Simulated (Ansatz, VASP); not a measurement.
**One calculation of ZrB3Se2, two programs**

```
Zr B Se
1.0
     3.25721    1.88055    2.87663
    -3.25721    1.88055    2.87663
     0.00000   -3.76110    2.87663
Zr B Se
1 3 2
Cartesian
  0.0000 0.0000 0.0000
  0.0000 1.8806 2.8766
  1.6286 -0.9403 2.8766
  -1.6286 -0.9403 2.8766
  0.0000 0.0000 5.9387
  0.0000 0.0000 2.6912
```

Alike in both runs: functional PBE; k mesh 6 × 6 × 6; occupations gaussian, width 0.1 eV; no spin polarisation.

Ansatz relaxed the structure, and its values are those at the end. VASP's run is a single point on that final structure, the one shown.

|  | VASP | Ansatz |
| --- | --- | --- |
| version | VASP 6.6.1 | Ansatz 0.2.0 |
| potentials or method | VASP PAW PBE potentials, release 64 (Zr_sv, B, Se) | scalar-relativistic, plane waves, PAW |
| plane-wave cutoff (eV) | 520 | 420 |
| valence electrons in the cell | 33 | 53 |

|  | VASP | Ansatz | Ansatz less VASP |
| --- | --- | --- | --- |
| gap on the k mesh at the Fermi level (eV) | none | none | - |
| pressure (GPa) | 0.1 | 0.0 | -0.18 |

A gap of «none» marks a metal or a gap that the smearing closes. With one functional, cell and mesh, what is left measures potentials, basis and numerics. The two sets of potentials don't hold the same shells in valence.
